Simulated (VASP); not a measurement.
ZnS (zinc blende): computed properties

Level of theory: PBEsol GGA, VASP's PBE PAW potentials (set 64) (plane waves; VASP).

```
Property                                                                                                             Result
---------------------------------------------  ----------------------------------------------------------------------------
space group                                                                                                     F-43m (216)
cell                                           a = 5.3553 Å, b = 5.3553 Å, c = 5.3553 Å, α = 90.00°, β = 90.00°, γ = 90.00°
volume per atom                                                                                               19.20 Å³/atom
band gap (over mesh and band path)                                                                                  2.09 eV
smallest direct gap (over mesh and band path)                                                                       2.09 eV
band-edge character                                                                                          direct, Γ to Γ
density                                                                                                          4.21 g/cm³
```

```
ZnS
1.0
    0.00000     2.67767     2.67767
    2.67767     0.00000     2.67767
    2.67767     2.67767     0.00000
Zn S
1 1
Cartesian
  0.00000   0.00000   0.00000
  1.33884   1.33884   1.33884
```

Measured: gap 3.94 eV (computed value off by -1.85 eV), as given by Wei Chen et al., Physical Review Materials (2018), doi:10.1103/physrevmaterials.2.073803 [zero-point renormalisation of 0.1 eV added back (the table's ZPR column)]; a 5.410 Å (computed value off by -1.0 %), as given by Martin Albrecht et al., Physical review. B, Condensed matter (1997), arXiv:cond-mat/9706128. The calculation is for a static lattice, while the measured a holds thermal and zero-point effects, which are part of the difference.

The compound is ZnS in the zinc blende structure. It was relaxed first. Symmetry was kept, so distortions that lower it aren't found.
